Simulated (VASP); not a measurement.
Output of a VASP run:

File OSZICAR:
```
       N       E                     dE             d eps       ncg     rms          rms(c)
DAV:   1     0.873012889856E+02    0.87301E+02   -0.91622E+03   754   0.165E+03
DAV:   2    -0.976221546380E+00   -0.88278E+02   -0.83115E+02   829   0.280E+02
DAV:   3    -0.719954512315E+01   -0.62233E+01   -0.61958E+01   929   0.754E+01
DAV:   4    -0.727833901425E+01   -0.78794E-01   -0.78770E-01   839   0.891E+00
DAV:   5    -0.727956413122E+01   -0.12251E-02   -0.12251E-02   924   0.110E+00    0.678E+00
DAV:   6    -0.686790046375E+01    0.41166E+00   -0.95796E-01  1125   0.364E+01    0.524E+00
DAV:   7    -0.685244134101E+01    0.15459E-01   -0.32861E-01   794   0.561E+00    0.266E+00
DAV:   8    -0.685193900089E+01    0.50234E-03   -0.54359E-03   844   0.703E-01    0.768E-01
DAV:   9    -0.685224275941E+01   -0.30376E-03   -0.11016E-03   862   0.314E-01    0.121E-01
DAV:  10    -0.685238799942E+01   -0.14524E-03   -0.14287E-04   824   0.130E-01    0.583E-02
DAV:  11    -0.685240877371E+01   -0.20774E-04   -0.34092E-05   847   0.799E-02    0.734E-03
DAV:  12    -0.685240998753E+01   -0.12138E-05   -0.28158E-06   851   0.208E-02    0.587E-03
DAV:  13    -0.685240985655E+01    0.13098E-06   -0.30076E-07   512   0.135E-02
   1 F= -.68524099E+01 E0= -.68524099E+01  d E =-.685241E+01
```

### OUTCAR
```
------------------------ aborting loop because EDIFF is reached ----------------------------------------
  FORCE on cell =-STRESS in cart. coord.  units (eV):
  Direction    XX          YY          ZZ          XY          YZ          ZX
  --------------------------------------------------------------------------------------
  Total       -0.0005618     -0.0005618     -0.0005618      0.0000000     -0.0000000      0.0000000
  in kB       -0.0222762     -0.0222762     -0.0222762      0.0000000     -0.0000000      0.0000000
  external PRESSURE =      -0.0222762 kB  Pullay stress =       0.0000000 kB
  volume of cell :       40.41
      direct lattice vectors                 reciprocal lattice vectors
     0.000000000  2.723653198  2.723653198    -0.183576970  0.183576970  0.183576970
     2.723653198  0.000000000  2.723653198     0.183576970 -0.183576970  0.183576970
     2.723653198  2.723653198  0.000000000     0.183576970  0.183576970 -0.183576970
  FREE ENERGIE OF THE ION-ELECTRON SYSTEM (eV)
  ---------------------------------------------------
  free  energy   TOTEN  =        -6.8524098566 eV

  energy  without entropy=       -6.8524098566  energy(sigma->0) =       -6.85240986

 reached required accuracy - stopping structural energy minimisation
```
(Selected blocks of OUTCAR.)

### POSCAR
```
ZnS
1
   -0.0000000000     2.7236531976     2.7236531976
    2.7236531976     0.0000000000     2.7236531976
    2.7236531976     2.7236531976    -0.0000000000
Zn S
1 1
Direct
  0.0000000000   0.0000000000   0.0000000000
  0.2500000000   0.2500000000   0.2500000000
```

Question: Write an INCAR and KPOINTS that could have produced this output.

Answer: Several could match; the one computed here: the input of the run itself, PBE GGA, plane waves, VASP's PBE PAW potentials (set 64).

**KPOINTS**
```
K-points
0
Gamma
  8 8 8
```

### INCAR
```
# general
SYSTEM  = ZnS
PREC    = Accurate
ENCUT   = 520
LREAL   = F
LASPH   = T

# electronic loop
EDIFF   = 1E-6
NELM    = 100
ALGO    = Normal
LMAXMIX = 4

# smearing
ISMEAR  = 0
SIGMA   = 0.05

# functional
GGA     = PE

# ions
IBRION  = 2
NSW     = 60
ISIF    = 3
EDIFFG  = -0.01

# output
LWAVE   = F
LCHARG  = F
```

POTCAR, in this order: Zn S (PBE.64 set). Program: vasp_std.

The compound is ZnS in the zinc blende structure. It was relaxed first. The start is the result of an earlier pass.
